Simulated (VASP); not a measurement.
Given:

```
PbS
1.0
    0.00000     3.03834     3.03834
    3.03834     0.00000     3.03834
    3.03834     3.03834     0.00000
Pb S
1 1
Direct
  0.00000   0.00000   0.00000
  0.50000   0.50000   0.50000
```

Level of theory: rev-vdW-DF2, VASP's PBE PAW potentials (set 64) (plane waves; VASP). Numerical set-up: 520 eV cut-off, 8×8×8 Γ-centred mesh, Gaussian smearing of 0.050 eV, potentials Pb_d S.

Q: Give the stress tensor in GPa (positive for a compressed cell).

A: 
```
-2.88   0.00   0.00
 0.00  -2.88   0.00
 0.00   0.00  -2.88
```
The pressure is its mean diagonal, -2.88 GPa.

The compound is PbS in the rock salt structure. This cell is one point of a volume scan, at 1.06 of the reference volume.
